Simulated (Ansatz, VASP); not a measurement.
## Cross-check of TiH between VASP and Ansatz

Wanted: the spread between two codes on one cell, functional and k mesh. The cell is taken from a series of runs on this material, whose earlier steps may have relaxed, scaled, displaced or heated it; both programs get it as it stands.

Main program and level: Ansatz 0.2.0; plane waves, with VASP 6.6.1 beside it; zone-centre phonons at LDA.

**1. Set-up**

It takes space group Fm-3m (No. 225, cubic). The conventional cell has a = 4.103 Å, b = 4.103 Å, c = 4.103 Å, α = 90.00°, β = 90.00°, γ = 90.00°. Ti has 6 H at 2.05 Å nearest. Nearest to H lie 6 Ti at 2.05 Å. Farther neighbours are not listed.

**2. VASP: zone-centre phonons, LDA**

Second derivatives magnify differences that forces hide, and they need a tight electronic threshold.

Lines of VASP's logs that name or quote its potential files are left out, and so is its time.

Contents of INCAR:

```
SYSTEM = TiH
PREC = Accurate
ENCUT = 500
EDIFF = 1E-08
NELM = 120
ISMEAR = 1
SIGMA = 0.15
LREAL = .FALSE.
ALGO = Normal
GGA = PW92
NBANDS = 12
LASPH = .TRUE.
LORBIT = 11
LWAVE = .FALSE.
LCHARG = .FALSE.
ISIF = 2
IBRION = 8
GGA_COMPAT = .FALSE.
KPAR = 2
```

Contents of POSCAR:

```
TiH
1.0
    0.0000000000      2.0515664420      2.0515664420
    2.0515664420      0.0000000000      2.0515664420
    2.0515664420      2.0515664420      0.0000000000
Ti H
1 1
Direct
    0.0000000000      0.0000000000      0.0000000000
    0.5000000000      0.5000000000      0.5000000000
```

Contents of KPOINTS:

```
Automatic mesh
0
Gamma
16 16 16
0 0 0
```

The projector-augmented-wave data sets are Ti_sv and H (LDA family, release 64).

On the command line:

```bash
$ mpirun -np 2 vasp_std
```

Numbers of over 12 decimals in the logs are rounded to 6 here.

What it wrote:

```text
[banner, memory and clock lines left out]
running    2 mpi-ranks, on    1 nodes
 distrk:  each k-point on    1 cores,    2 groups
 distr:  one band on    1 cores,    1 groups

 POSCAR found type information on POSCAR TiH
 POSCAR found :  2 types and       2 ions
|                                                                             |
|               ----> ADVICE to this user running VASP <----                  |
|                                                                             |
|     You enforced a specific xc type in the INCAR file but a different       |
|     [... a line on the potential file left out ...]
|     I HOPE YOU KNOW WHAT YOU ARE DOING!                                     |
|                                                                             |

 LDA part: xc-table for (Slater(with rela. corr.)+PW92), standard interpolation
 POSCAR, INCAR and KPOINTS ok, starting setup
 FFT: planning ... GRIDC
 FFT: planning ... GRID_SOFT
 FFT: planning ... GRID
 WAVECAR not read
 entering main loop
       N       E                     dE             d eps       ncg     rms          rms(c)
DAV:   1     0.864938971801E+02    0.86494E+02   -0.65219E+03  3488   0.120E+03
DAV:   2    -0.100722717548E+02   -0.96566E+02   -0.93724E+02  3564   0.312E+02
DAV:   3    -0.142753809844E+02   -0.42031E+01   -0.41435E+01  4680   0.673E+01
DAV:   4    -0.143793187247E+02   -0.10394E+00   -0.10371E+00  3988   0.924E+00
DAV:   5    -0.143819338112E+02   -0.26151E-02   -0.26147E-02  4220   0.131E+00    0.112E+01
DAV:   6    -0.129242349166E+02    0.14577E+01   -0.24492E+00  3720   0.266E+01    0.269E+00
DAV:   7    -0.128811617547E+02    0.43073E-01   -0.12663E-01  4164   0.342E+00    0.135E+00
DAV:   8    -0.128801225655E+02    0.10392E-02   -0.38692E-02  4096   0.249E+00    0.370E-01
DAV:   9    -0.128812311175E+02   -0.11086E-02   -0.34786E-03  4144   0.555E-01    0.744E-02
DAV:  10    -0.128811536352E+02    0.77482E-04   -0.23678E-04  3808   0.172E-01    0.171E-02
DAV:  11    -0.128811430221E+02    0.10613E-04   -0.30697E-05  3764   0.906E-02    0.123E-02
DAV:  12    -0.128811424651E+02    0.55703E-06   -0.43329E-06  3788   0.250E-02    0.204E-03
DAV:  13    -0.128811424594E+02    0.56696E-08   -0.31667E-07  3736   0.642E-03    0.173E-03
DAV:  14    -0.128811424718E+02   -0.12390E-07   -0.48582E-08  3564   0.248E-03    0.806E-05
DAV:  15    -0.128811424715E+02    0.27831E-09   -0.36332E-10  2204   0.237E-04
   1 F= -.12881142E+02 E0= -.12881456E+02  d E =0.940435E-03
 Linear response reoptimize wavefunctions to high precision
DAV:   1    -0.128811424716E+02   -0.60936E-10   -0.47460E-11  2388   0.936E-05
 Linear response DOF=           2
 Linear response progress:
  Degree of freedom:   1/  2
       N       E                     dE             d eps       ncg     rms          rms(c)
RMM:   1    -0.604739746272E+00   -0.60474E+00    0.18083E+01  8452   0.146E+02
RMM:   2    -0.585476268554E+00    0.19263E-01   -0.27083E-01 14244   0.520E+00    0.208E-01
RMM:   3    -0.583295725557E+00    0.21805E-02   -0.16168E-02 15902   0.129E+00    0.104E-01
RMM:   4    -0.582897039569E+00    0.39869E-03   -0.58460E-03 17278   0.534E-01    0.203E-02
RMM:   5    -0.583554890043E+00   -0.65785E-03   -0.12071E-03 18432   0.205E-01    0.108E-02
RMM:   6    -0.583856810106E+00   -0.30192E-03   -0.18008E-04 18117   0.783E-02    0.762E-03
RMM:   7    -0.584370769619E+00   -0.51396E-03   -0.36282E-05 16234   0.423E-02    0.603E-03
RMM:   8    -0.584240612463E+00    0.13016E-03   -0.12511E-05 17301   0.187E-02    0.176E-03
RMM:   9    -0.584170113958E+00    0.70499E-04   -0.63834E-06 17525   0.108E-02    0.649E-04
RMM:  10    -0.584198012465E+00   -0.27899E-04   -0.45471E-06 17772   0.512E-03    0.596E-05
RMM:  11    -0.584193123644E+00    0.48888E-05   -0.28045E-06 18714   0.292E-03    0.139E-04
RMM:  12    -0.584195116491E+00   -0.19928E-05   -0.20089E-06 18649   0.169E-03    0.108E-04
RMM:  13    -0.584195490708E+00   -0.37422E-06   -0.24189E-06 19506   0.106E-03    0.111E-04
RMM:  14    -0.584196004111E+00   -0.51340E-06   -0.18647E-06 18595   0.718E-04    0.103E-04
[...]
RMM:  23    -0.584199611840E+00   -0.17154E-07   -0.30662E-07 14365   0.106E-04    0.119E-05
RMM:  24    -0.584199930579E+00   -0.31874E-06   -0.26520E-07 21451   0.100E-04    0.917E-06
RMM:  25    -0.584199803830E+00    0.12675E-06   -0.22425E-07 16980   0.825E-05    0.851E-06
RMM:  26    -0.584199798336E+00    0.54937E-08   -0.19664E-07 14655   0.679E-05    0.835E-06
RMM:  27    -0.584199787769E+00    0.10567E-07   -0.16833E-07 15115   0.600E-05    0.105E-05
RMM:  28    -0.584199783956E+00    0.38129E-08   -0.14740E-07  7495   0.501E-05    0.109E-05
RMM:  29    -0.584199773514E+00    0.10442E-07   -0.12609E-07  9301   0.435E-05    0.113E-05
RMM:  30    -0.584199774419E+00   -0.90534E-09   -0.11069E-07 11547   0.385E-05    0.107E-05
 first order change of Fermi-energy  -0.57654E-03
 force on displaced ion       1 direction 1 :  -3.360   0.000   0.000
 Linear response progress:
  Degree of freedom:   2/  2
       N       E                     dE             d eps       ncg     rms          rms(c)
RMM:   1    -0.147916382348E-01   -0.14792E-01    0.55900E-03 17632   0.833E-01
RMM:   2    -0.151591082258E-01   -0.36747E-03   -0.10840E-03 16806   0.194E-01    0.918E-02
RMM:   3    -0.154681735647E-01   -0.30907E-03   -0.33529E-04 17096   0.865E-02    0.518E-02
RMM:   4    -0.160942897739E-01   -0.62612E-03   -0.14550E-04 16138   0.675E-02    0.287E-03
RMM:   5    -0.161207226505E-01   -0.26433E-04   -0.18976E-05 17791   0.224E-02    0.802E-04
RMM:   6    -0.161190853675E-01    0.16373E-05   -0.38753E-06 18263   0.931E-03    0.432E-04
RMM:   7    -0.161171113938E-01    0.19740E-05   -0.78288E-07 17983   0.460E-03    0.130E-04
RMM:   8    -0.161186116047E-01   -0.15002E-05   -0.17263E-07 18582   0.227E-03    0.821E-05
RMM:   9    -0.161177546594E-01    0.85695E-06   -0.52118E-08 18606   0.119E-03    0.225E-05
RMM:  10    -0.161180312923E-01   -0.27663E-06   -0.16296E-08 18981   0.597E-04    0.228E-05
RMM:  11    -0.161180226247E-01    0.86676E-08   -0.12711E-08 18947   0.297E-04    0.193E-05
 first order change of Fermi-energy  -0.97281E-04
 force on displaced ion       2 direction 1 :  -3.347   0.000   0.000
 Linear response finished
```

OUTCAR, selected parts (step 2):

```text
ion  position               nearest neighbor table
   1  0.000  0.000  0.000-
   2  0.500  0.500  0.500-

  LATTYP: Found a face centered cubic cell.
 ALAT       =     4.1031328840

 Subroutine GETGRP returns: Found 48 space group operations
 (whereof 48 operations were pure point group operations)

The static configuration has the point symmetry O_h .

 Found    145 irreducible k-points:

   k-points           NKPTS =    145   k-points in BZ     NKDIM =    145   number of bands    NBANDS=     12

   dimension x,y,z NGX =    24 NGY =   24 NGZ =   24
   dimension x,y,z NGXF=    48 NGYF=   48 NGZF=   48

   ENCUT  =  500.0 eV  36.75 Ry    6.06 a.u.   5.29  5.29  5.29*2*pi/ulx,y,z

   NELECT =      13.0000    total number of electrons

 k-points in reciprocal lattice and weights: Automatic mesh
   0.00000000  0.00000000  0.00000000       0.000
   0.06250000  0.00000000  0.00000000       0.002
   0.12500000  0.00000000  0.00000000       0.002
   0.18750000  0.00000000  0.00000000       0.002
   0.25000000  0.00000000  0.00000000       0.002
   0.31250000  0.00000000  0.00000000       0.002
   0.37500000  0.00000000  0.00000000       0.002
   0.43750000  0.00000000  0.00000000       0.002
   0.50000000  0.00000000  0.00000000       0.001
[...]
-0.31250000  0.50000000  0.18750000       0.003
  -0.25000000  0.50000000  0.25000000       0.001

 average (electrostatic) potential at core
       1 -71.2514       2 -28.1070

  Total       -0.0089233     -0.0089233     -0.0089233     -0.0000000     -0.0000000      0.0000000
  in kB       -0.8278450     -0.8278450     -0.8278450     -0.0000000     -0.0000000      0.0000000
  external PRESSURE =      -0.8278450 kB  Pullay stress =       0.0000000 kB

  energy-cutoff  :      500.00
  volume of cell :       17.27
      direct lattice vectors                 reciprocal lattice vectors
     0.000000000  2.051566442  2.051566442    -0.243716211  0.243716211  0.243716211
     2.051566442  0.000000000  2.051566442     0.243716211 -0.243716211  0.243716211
     2.051566442  2.051566442  0.000000000     0.243716211  0.243716211 -0.243716211

 POSITION                                       TOTAL-FORCE (eV/Angst)
 -----------------------------------------------------------------------------------
      0.00000      0.00000      0.00000         0.000000      0.000000      0.000000
      2.05157      2.05157      2.05157         0.000000      0.000000     -0.000000
 -----------------------------------------------------------------------------------
    total drift:                                0.000000     -0.000000     -0.000000

 Eigenvectors and eigenvalues of the dynamical matrix
 ----------------------------------------------------

   1 f  =   28.900519 THz   181.587317 2PiTHz  964.017552 cm-1   119.522890 meV
             X         Y         Z           dx          dy          dz
      0.000000  0.000000  0.000000    -0.143296    0.000000    0.000000
      2.051566  2.051566  2.051566     0.989680    0.000000    0.000000

   2 f  =   28.900519 THz   181.587317 2PiTHz  964.017552 cm-1   119.522890 meV
             X         Y         Z           dx          dy          dz
      0.000000  0.000000  0.000000     0.000000    0.000000   -0.143296
      2.051566  2.051566  2.051566     0.000000    0.000000    0.989680

   3 f  =   28.900519 THz   181.587317 2PiTHz  964.017552 cm-1   119.522890 meV
             X         Y         Z           dx          dy          dz
      0.000000  0.000000  0.000000    -0.000000    0.143296    0.000000
      2.051566  2.051566  2.051566     0.000000   -0.989680    0.000000

   4 f/i=    0.007712 THz     0.048453 2PiTHz    0.257232 cm-1     0.031893 meV
             X         Y         Z           dx          dy          dz
      0.000000  0.000000  0.000000    -0.000000   -0.989680    0.000000
      2.051566  2.051566  2.051566     0.000000   -0.143296    0.000000

   5 f/i=    0.007712 THz     0.048453 2PiTHz    0.257232 cm-1     0.031893 meV
             X         Y         Z           dx          dy          dz
      0.000000  0.000000  0.000000     0.989680    0.000000    0.000000
      2.051566  2.051566  2.051566     0.143296    0.000000    0.000000

   6 f/i=    0.007712 THz     0.048453 2PiTHz    0.257232 cm-1     0.031893 meV
             X         Y         Z           dx          dy          dz
      0.000000  0.000000  0.000000     0.000000    0.000000    0.989680
      2.051566  2.051566  2.051566     0.000000    0.000000    0.143296

 ELASTIC MODULI CONTR FROM IONIC RELAXATION (kBar)
 Direction    XX          YY          ZZ          XY          YZ          ZX
 --------------------------------------------------------------------------------
 XX           0.0000      0.0000      0.0000      0.0000      0.0000      0.0000
 YY           0.0000      0.0000      0.0000      0.0000      0.0000      0.0000
 ZZ           0.0000      0.0000      0.0000      0.0000      0.0000      0.0000
 XY           0.0000      0.0000      0.0000      0.0000      0.0000      0.0000
 YZ           0.0000      0.0000      0.0000      0.0000      0.0000      0.0000
 ZX           0.0000      0.0000      0.0000      0.0000      0.0000      0.0000
 --------------------------------------------------------------------------------
```

This run has no spin polarisation. Its electron count is odd, so without a moment it is a metal by construction.

**3. Ansatz: zone-centre phonons, LDA**

Ansatz runs on its default PAW (the set named soft_2) files.

The same cell, functional (in two slightly different forms), mesh and smearing now go to Ansatz, which takes its cutoff from its data sets.

Contents of input.yaml:

```yaml
crystal:
  lattice:
    - [0.0, 2.051566442, 2.051566442]
    - [2.051566442, 0.0, 2.051566442]
    - [2.051566442, 2.051566442, 0.0]
  atoms:
    - { symbol: Ti, position: [0.0, 0.0, 0.0] }
    - { symbol: H, position: [0.5, 0.5, 0.5] }
kpoints:
  mp_grid: { grid: [16, 16, 16] }
hamiltonian:
  xc: lda
scf:
  occupations: { method: methfessel_paxton, width: 0.15 }
output:
  eigenvalues: true
phonons:
  method: dfpt
```

On the command line:

```bash
$ ansatz run input.yaml --threads 4 --pin off --max-ram 7168MiB --backend cpu --events-out ev --progress --plain --runs-dir out
```

What it wrote:

```text
Engine: ansatz 0.2.0, aarch64-unknown-linux-gnu
Pseudopotentials: kind: paw
Pseudopotential: Ti, paw, valence charge 12, recommended cutoff 420 eV (normal), Ti.paw.azcp
Pseudopotential: H, paw, valence charge 1, recommended cutoff 420 eV (normal), H.paw.azcp
Functional definition: SPW92
  exchange = slater_x
  correlation = pw_c
Crystal: 2 atoms, lattice volume = 17.270 Å³
Basis set: ecut = 420 eV, 331 PW (Γ), exchange–correlation on 40×40×40 points (8 copies of the dense FFT grid, shifted against one another)
Bands: 11, of which v1, the nominal top of the filled ones, is band 7 counted from 1 (6 counted from 0)
Symmetry: 48 space group operations
k-points: 349 of 4096 (irreducible under 8 space group operations, time reversal used)
Non-local potential: Ti, projectors of the file, l = 0: 3, l = 1: 2, l = 2: 3, l = 3: 1
Non-local potential: H, projectors of the file, l = 0: 2, l = 1: 1
PAW form: soft (Blöchl's): semilocal exchange-correlation on the pseudo side does not see the compensation charge
PAW frozen core: Ti, regenerated for the run's functional, and the local potential with it (the file was generated under x = pbe(κ = 0.804, μ = 0.219515), c = pbe(β = 0.066725))
PAW one-centre angular grid: Ti, 590 points (default); XC on 64 Gauss nodes
PAW one-centre angular grid: H, 110 points (default); XC on 64 Gauss nodes
Initial density: superposition of atomic densities (neutral atoms: chi_scale 0, normalization atom), corrected by the library's trained network
Initial wavefunctions: pseudopotential atomic-orbital guess
Functional: x = slater, c = lda
SCF iter   1: F=—  HF=-2466.783721 eV  |F-HF|=—  |Δ(HF+E_count)|=         —  Δρ=1.07e-2  dr2=1.50e-2  ethr=1.77e-3  ⟨swp⟩=4.3  Hψ=19820  notcnv=0
preconditioner: auto → none  [metal: Δε(μ)=0.021 eV  Ē_g=6.876 eV  σ=0.150 eV  W_gap=0.12  n_scr=0 (ndim 8)  ℏωp=20.0 eV  f_vac=0.000  D(μ)=1.75/eV (n_scr^D=14)]
SCF iter   2: F=—  HF=-2466.777935 eV  |F-HF|=—  |Δ(HF+E_count)|=   5.79e-3  S|Δr|=    0.00e0  Δρ=3.44e-3  dr2=1.44e-3  ethr=1.15e-4  ⟨swp⟩=1.0  Hψ=6631  notcnv=0
SCF iter   3: F=—  HF=-2466.777439 eV  |F-HF|=—  |Δ(HF+E_count)|=   4.96e-4  S|Δr|=    0.00e0  Δρ=7.25e-4  dr2=5.72e-5  ethr=1.11e-5  ⟨swp⟩=2.0  Hψ=4144  notcnv=0
SCF iter   4: F=—  HF=-2466.777427 eV  |F-HF|=—  |Δ(HF+E_count)|=   1.22e-5  S|Δr|=    0.00e0  Δρ=2.42e-4  dr2=3.57e-6  ethr=4.40e-7  ⟨swp⟩=2.8  Hψ=6095  notcnv=0
SCF iter   5: F=—  HF=-2466.777426 eV  |F-HF|=—  |Δ(HF+E_count)|=   9.21e-7  S|Δr|=    0.00e0  Δρ=6.06e-5  dr2=2.05e-7  ethr=2.75e-8  ⟨swp⟩=2.9  Hψ=6024  notcnv=0
SCF iter   6: F=—  HF=-2466.777426 eV  |F-HF|=—  |Δ(HF+E_count)|=   1.58e-7  S|Δr|=    0.00e0  Δρ=7.06e-6  dr2=2.84e-9  ethr=1.58e-9  ⟨swp⟩=2.9  Hψ=6046  notcnv=0
SCF iter   7: F=-2466.777426 eV  HF=-2466.777426 eV  |F-HF|=1.82e-12  |Δ(HF+E_count)|=  1.58e-10  S|Δr|=    0.00e0  Δρ=4.09e-7  dr2=9.88e-12  ethr=1.00e-12  ⟨swp⟩=4.2  Hψ=16975  notcnv=0
SCF 1 converged in 7 iterations: F = -2466.777426 eV  dr2 = 9.88e-12
  greatest PAW one-centre occupation: 0.999 electrons in one spin orbital (limit 2), on the Ti atom at site 0 (counted from 0), in its partial waves of l = 0
DFPT response loops at Γ: preconditioner auto → Kerker (q_TF=auto, 2.602 Å⁻¹) (partly filled bands, converged f_vac=0.000); β = 1.00, the filter's whole step (`scf.mixing.beta` (0.50) is not read by the response loops under this deck's `scf.mixing.preconditioner`; to damp them name `kerker` or `kerker_dos`, under which they read `scf.mixing.beta`, and type it under 1.00, their step now; both keys bind the ground state too); Broyden in place of MSR1
SCF converged after 7 iterations
Stability not checked: this state was not tested for a lower state beside it, because cold or Methfessel-Paxton smearing, or corrected tetrahedra, fill the levels in a way that the test cannot read (fill_not_monotonic; see scf.lower_state_search)
Free energy (F): -2466.777426 eV
Harris-Foulkes:  -2466.777426 eV  (|F-HF|=1.82e-12)
Internal energy: -2466.778355 eV  (E = F + TS)
E sigma→0 (E₀):  -2466.777658 eV
Entropy (-TS):   0.000929 eV (0.464 meV/atom)
Fermi energy:    14.258100 eV
--- Per-component energies (eV) ---
  E_band       = -137.934556
  E_kinetic    = 289.498939
  E_local      = -768.600336  (includes V_loc(G=0)·N_el)
  E_nonlocal   = 13.585120
  E_hartree    = 317.963536
  E_xc         = -107.158527
  E_vxc        = -135.366046  (∫ρ·V_xc dr)
  E_paw        = -999.957609  (= ΣΔE_a)
  E_vpaw       = -172.978187  (= ΣTr[D̂ρ^β])
  E_aug_tail   = -0.001050  (compensation charges beyond the density's cutoff)
  E_ewald      = -1212.434378
  E_core_change = 0.325950  (= ΣΔE_core)
  E_smearing   = 0.000929  (= −TS)
  E_closure    = -0.000000  (closes the sum)
  Σ components = -2466.777426   (vs F -2466.777426, Δ=0.00e0)
--- Band table (eV; the first three rows and the last of 349) ---
  k-point 0: bands = [... 3 lower, -17.9483, 4.6202, 14.9543, 14.9543, 14.9543, 16.5173, 16.5173, 25.5595]
  k-point 1: bands = [... 3 lower, -17.9518, 4.7367, 14.8632, 15.0011, 15.0011, 16.4732, 16.4732, 25.0367]
  k-point 2: bands = [... 3 lower, -17.9618, 5.0781, 14.5995, 15.1091, 15.1091, 16.3844, 16.3844, 23.9494]
  k-point 348: bands = [... 3 lower, -18.2299, 8.0572, 13.4857, 13.4857, 15.7998, 18.1660, 20.6883, 21.9170]
--- Phonons (Γ-DFPT): 2 representative perturbations + reference, on 349 of 4096 k-points (Σ response iterations 7) ---
  k mesh reduced under 8 symmetry operations, with k and −k counted as one. Each operation leaves every solved perturbation unchanged. A smaller set is not used because it would not reduce the number of displacements times k-points to solve
  ASR residual: 5.473e-5 → 0.000e0 eV/Å²; symmetrization residual: 8.692e-7 eV/Å²
  ASR residual per site (eV/Å²): 2.00e-5 5.47e-5
  Γ frequencies (cm⁻¹): 0.00 0.00 0.00 956.08 956.08 956.08
  non-analytic LO–TO correction: not included (Born effective charges unavailable; polar crystals: no LO–TO splitting at Γ)
```

**4. Differences**

Known differences besides the potentials themselves: the cutoff is 420 eV in Ansatz and 500 eV in VASP; VASP's log shows a relativistic correction to its local exchange, Ansatz's none. Total energies have different zeros and are not compared.

Compared:

```csv
quantity,Ansatz,VASP,difference
optical mode 1 to 3 (cm⁻¹),956.1,964.0,-0.82 %
```

Modes are paired by rising frequency, not by their patterns, so a pair may set unlike modes beside each other; they are those without the splitting of longitudinal modes.

**5. Results**

```json
{"r.m.s. difference of the optical zone-centre modes, each program's sorted by frequency (zone-centre phonons, LDA)": "7.9 cm⁻¹", "difference in optical mode 1 to 3 (zone-centre phonons, LDA)": "-0.8 %"}
```

What this shows: The r.m.s. difference of the optical zone-centre modes, each program's sorted by frequency is 7.9 cm⁻¹ (zone-centre phonons, LDA). Among the rows given in per cent, the largest difference of the zone-centre phonons, LDA pair is in optical mode 1 to 3, -0.8 %. 2 further runs of this series are not shown here. How closely two codes agree says nothing of how well the functional describes the real material.

[Lines on the potential files, build, host, timing and source positions are cut from VASP's logs without a mark.]

[Logs are printed without paths, hosts, clocks, repeated set-up lines and the standing remarks that a program may print on its own settings, such as how far it seeks lower states.]

[Hosts, paths, dates, database ids (printed as entryN), source tags and the programs' standing remarks are cut or masked in the printed files.]
